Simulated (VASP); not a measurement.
An input for Quantum ESPRESSO's pw.x (written as the equivalent of a VASP run, and not itself run):

```
&CONTROL
  calculation = 'vc-relax'
  pseudo_dir = './pseudo'
  outdir = './out'
  tprnfor = .true.
  tstress = .true.
  nstep = 30
  forc_conv_thr = 0.00039
/
&SYSTEM
  ibrav = 0
  nat = 6
  ntyp = 2
  ecutwfc = 84
  occupations = 'smearing'
  smearing = 'gaussian'
  degauss = 0.003675
  input_dft = 'pbe'
  vdw_corr = 'grimme-d3'
  dftd3_version = 4
  dftd3_threebody = .false.
/
&ELECTRONS
  conv_thr = 7.3e-09
  electron_maxstep = 100
/
&IONS
/
&CELL
  cell_dofree = 'shape'
/
ATOMIC_SPECIES
  Mg 24.305 Mg.upf
  F 18.998 F.upf
CELL_PARAMETERS angstrom
     4.5486865    0.0000000    0.0000000
     0.0000000    4.5486865    0.0000000
     0.0000000    0.0000000    3.0060217
ATOMIC_POSITIONS crystal
  Mg   0.0000000  0.0000000  0.0000000
  Mg   0.5000000  0.5000000  0.5000000
  F    0.3027857  0.3027857  0.0000000
  F    0.8027857  0.1972143  0.5000000
  F    0.1972143  0.8027857  0.5000000
  F    0.6972143  0.6972143  0.0000000
K_POINTS automatic
  5 5 7 0 0 0
```

Problem. Write the VASP files for the same calculation (PBE-D3(BJ)).

Solution. Several could match; the one computed here: 
File POSCAR:
```
MgF2
1
    4.5486865082     0.0000000000     0.0000000000
    0.0000000000     4.5486865082     0.0000000000
    0.0000000000     0.0000000000     3.0060216982
Mg F
2 4
Direct
  0.0000000000   0.0000000000   0.0000000000
  0.5000000000   0.5000000000   0.5000000000
  0.3027857233   0.3027857233   0.0000000000
  0.8027857233   0.1972142767   0.5000000000
  0.1972142767   0.8027857233   0.5000000000
  0.6972142767   0.6972142767   0.0000000000
```

INCAR:
```
ALGO  =  Normal
EDIFF  =  1E-7
EDIFFG  =  -0.01
ENCUT  =  520
GGA  =  PE
IBRION  =  2
ISIF  =  4
ISMEAR  =  0
IVDW  =  12
LASPH  =  .TRUE.
LCHARG  =  .FALSE.
LREAL  =  .FALSE.
LWAVE  =  .FALSE.
NELM  =  100
NSW  =  30
PREC  =  Accurate
SIGMA  =  0.05
SYSTEM  =  MgF2
```

### KPOINTS
```
Automatic mesh
0
Gamma
5 5 7
0 0 0
```

POTCAR, in this order: Mg F (PBE.64 set). Program: vasp_std.

What does not carry over: the potentials are each code's own (VASP's PAW set, PseudoDojo norm-conserving files in pw.x), so ENCUT and ecutwfc are chosen apart and not converted; conv_thr bounds pw.x's estimated SCF error, while EDIFF bounds the energy change between steps; forc_conv_thr acts on force components and is met together with etot_conv_thr.

The compound is MgF2 in the rutile structure. This cell is one point of a volume scan, at 0.94 of the reference volume. Symmetry was kept, so distortions that lower it aren't found.
